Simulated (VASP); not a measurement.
```xyz
3
Lattice="0.0000 2.6565 2.6565 2.6565 0.0000 2.6565 2.6565 2.6565 0.0000" Properties=species:S:1:pos:R:3 pbc="T T T"
Co     0.0000     0.0000     0.0000
Si     1.3283     1.3283     1.3283
Si     3.9848     3.9848     3.9848
```

All values below come from r2SCAN meta-GGA, VASP's PBE PAW potentials (set 64) (plane waves; VASP). Run with 520 eV cut-off, 9×9×9 Γ-centred mesh, first-order Methfessel-Paxton smearing of 0.10 eV, potentials Co Si.

Problem. Estimate the energy per atom (σ→0), band gap (on the k-mesh) with the smallest direct gap where there is one.

Solution. 
The band gap (on the k-mesh) comes out as none (metal, semimetal or under 0.01 eV). The energy per atom (σ→0) is -10667 meV/atom.

Only differences to runs with the same potentials and settings are physical.

The compound is CoSi2 in the fluorite structure. It was relaxed first. The start is the result of an earlier pass. The run is not spin-polarised, so no magnetic state was tried. The electron count is odd and the run is not spin-polarised, which forces a metal.
